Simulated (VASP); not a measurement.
Method: r2SCAN+rVV10, VASP's PBE PAW potentials (set 64) (plane waves; VASP).

A VASP calculation is set up with these files.

### POSCAR
```
HfN
3.153380
  0.0000000000   0.7071067535   0.7071067535
  0.7071067535   0.0000000000   0.7071067535
  0.7071067535   0.7071067535   0.0000000000
Hf N
1 1
direct
  0.0000000000   0.0000000000   0.0000000000
  0.5000000000   0.5000000000   0.5000000000
```

File KPOINTS:
```
Regular mesh
0
gamma
 14 14 14
0 0 0
```

INCAR:
```
SYSTEM = HfN
PREC = Accurate
ENCUT = 520
EDIFF = 1E-7
NELM = 100
ALGO = Normal
LREAL = .FALSE.
LASPH = .TRUE.
ISMEAR = 1
SIGMA = 0.1
METAGGA = R2SCAN
LUSE_VDW = .TRUE.
BPARAM = 11.95
CPARAM = 0.0093
LMIXTAU = .TRUE.
LMAXMIX = 6
LWAVE = .FALSE.
LCHARG = .FALSE.
ISIF = 2
```

POTCAR, in this order: Hf_pv N (PBE.64 set). Program: vasp_std.

Output

### OSZICAR
```
       N       E                     dE             d eps       ncg     rms          rms(c)
DAV:   1     0.142678305496E+01    0.14268E+01   -0.85843E+03  2315   0.133E+03
DAV:   2    -0.625592096632E+02   -0.63986E+02   -0.60258E+02  3000   0.264E+02
DAV:   3    -0.648699999312E+02   -0.23108E+01   -0.22819E+01  2953   0.436E+01
DAV:   4    -0.648924339178E+02   -0.22434E-01   -0.22370E-01  2752   0.422E+00
DAV:   5    -0.648928187401E+02   -0.38482E-03   -0.38449E-03  2991   0.404E-01    0.578E+01
DAV:   6    -0.573728136936E+02    0.75200E+01   -0.10289E+01  2702   0.276E+01    0.411E+01
DAV:   7    -0.588884480304E+02   -0.15156E+01   -0.95601E-01  2754   0.994E+00    0.241E+01
DAV:   8    -0.556616698421E+02    0.32268E+01   -0.65294E-01  2597   0.921E+00    0.924E+00
DAV:   9    -0.579210306516E+02   -0.22594E+01   -0.76253E-01  2597   0.967E+00    0.398E+00
DAV:  10    -0.580056052114E+02   -0.84575E-01   -0.29642E-01  2648   0.495E+00    0.256E+00
DAV:  11    -0.579874702523E+02    0.18135E-01   -0.19929E-02  2540   0.150E+00    0.150E+00
DAV:  12    -0.579869977118E+02    0.47254E-03   -0.13994E-02  2721   0.827E-01    0.506E-01
DAV:  13    -0.579867861592E+02    0.21155E-03   -0.24996E-03  2683   0.432E-01    0.484E-02
DAV:  14    -0.579870974138E+02   -0.31125E-03   -0.27009E-04  2513   0.179E-01    0.333E-02
DAV:  15    -0.579870611201E+02    0.36294E-04   -0.14886E-04  2901   0.125E-01    0.467E-02
DAV:  16    -0.579870812087E+02   -0.20089E-04   -0.88968E-06  2592   0.394E-02    0.498E-02
DAV:  17    -0.579870793861E+02    0.18226E-05   -0.29243E-05  2737   0.520E-02    0.412E-02
DAV:  18    -0.579871061435E+02   -0.26757E-04   -0.27166E-06  2640   0.223E-02    0.195E-02
DAV:  19    -0.579871044119E+02    0.17316E-05   -0.40326E-07  2459   0.668E-03    0.110E-02
DAV:  20    -0.579871080469E+02   -0.36350E-05   -0.11654E-06  2776   0.813E-03    0.111E-03
DAV:  21    -0.579871058838E+02    0.21630E-05   -0.70118E-08  1321   0.334E-03    0.111E-03
DAV:  22    -0.579871063201E+02   -0.43625E-06   -0.19001E-08  1267   0.118E-03    0.533E-04
DAV:  23    -0.579871061003E+02    0.21981E-06   -0.33493E-09  1231   0.708E-04    0.396E-04
DAV:  24    -0.579871062085E+02   -0.10819E-06   -0.62596E-10  1216   0.209E-04    0.939E-05
DAV:  25    -0.579871061484E+02    0.60057E-07   -0.11229E-10  1207   0.110E-04
   1 F= -.57987106E+02 E0= -.57987048E+02  d E =-.175877E-03
```

**OUTCAR**
```
------------------------ aborting loop because EDIFF is reached ----------------------------------------
  FORCE on cell =-STRESS in cart. coord.  units (eV):
  Direction    XX          YY          ZZ          XY          YZ          ZX
  --------------------------------------------------------------------------------------
  Total        1.3157626      1.3157626      1.3157626      0.0000000      0.0000000      0.0000000
  in kB       95.0767338     95.0767338     95.0767338      0.0000000      0.0000000      0.0000000
  external PRESSURE =      95.0767338 kB  Pullay stress =       0.0000000 kB
  volume of cell :       22.17
      direct lattice vectors                 reciprocal lattice vectors
     0.000000000  2.229776294  2.229776294    -0.224237741  0.224237741  0.224237741
     2.229776294  0.000000000  2.229776294     0.224237741 -0.224237741  0.224237741
     2.229776294  2.229776294  0.000000000     0.224237741  0.224237741 -0.224237741
 POSITION                                       TOTAL-FORCE (eV/Angst)
 -----------------------------------------------------------------------------------
      0.00000      0.00000      0.00000        -0.000000     -0.000000      0.000000
      2.22978      2.22978      2.22978         0.000000      0.000000     -0.000000
 -----------------------------------------------------------------------------------
    total drift:                                0.000000     -0.000000     -0.000000
  FREE ENERGIE OF THE ION-ELECTRON SYSTEM (eV)
  ---------------------------------------------------
  free  energy   TOTEN  =       -57.9871061484 eV

  energy  without entropy=      -57.9869302711  energy(sigma->0) =      -57.98704752
```
(Selected blocks of OUTCAR.)

The compound is HfN in the rock salt structure. This cell is one point of a volume scan, at 0.97 of the reference volume. The electron count is odd and the run is not spin-polarised, which forces a metal.
